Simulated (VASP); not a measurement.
Given:

```yaml
crystal:
  lattice:
    - [6.03841, 0.00000, 0.00000]
    - [-3.01920, 5.22942, 0.00000]
    - [0.00000, 0.00000, 3.67266]
  atoms:
    - { symbol: Na, position: [0.00000, 0.00000, 0.00000] }
    - { symbol: Na, position: [0.33333, 0.66667, 0.50000] }
    - { symbol: Na, position: [0.66667, 0.33333, 0.50000] }
```

Level of theory: PBE GGA, VASP's PBE PAW potentials (set 64) (plane waves; VASP 6.6.1). Numerical set-up: 300 eV cut-off, 6×6×9 Γ-centred mesh, Fermi-Dirac smearing of 0.10 eV, potentials Na_pv.

Question: Give the energies of bands 10 to 13 at the high-symmetry points, in eV from the Fermi level.

Answer: 
```csv
band,Γ,M,K,A,L,H
10,-3.20,-1.80,-1.34,-0.43,0.78,1.09
11,1.98,-1.80,-1.34,-0.36,0.83,1.26
12,1.98,0.72,-1.34,4.38,1.09,1.26
13,1.99,1.14,3.98,4.38,1.09,1.54
```

It has no gap at this level: it comes out as a metal or semimetal.

The structure was generated: Na was put into an ordered model structure, which need not be its known phase. The cell was not relaxed at this level.
